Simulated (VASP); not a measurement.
Energy against volume of ZnF₂ (rutile). These are revTPSS meta-GGA, VASP's PBE PAW potentials (set 64) (plane waves; VASP) values and carry that method's errors. Numerical set-up: 520 eV cut-off, 5×5×7 Γ-centred mesh, Gaussian smearing of 0.050 eV, potentials Zn F.

Shape and ions are relaxed at each volume.

```csv
V (Å³/atom),E (eV/atom)
11.341,-3.23124
11.692,-3.24002
12.043,-3.24142
12.394,-3.23658
```

Problem. Fit these four points and predict the energy of the run at 10.991 Å³/atom.

Solution. A cubic in V^(−2/3), the third-order Birch-Murnaghan form, passes through the four points with V0 = 11.94 Å³/atom and B0 = 102 GPa, and gives -3.2138 eV/atom there. The run gave -3.2131 eV/atom, +0.6 meV/atom from the fit; all five points give B0 = 101 GPa.

The compound is ZnF2 in the rutile structure. It was relaxed first.
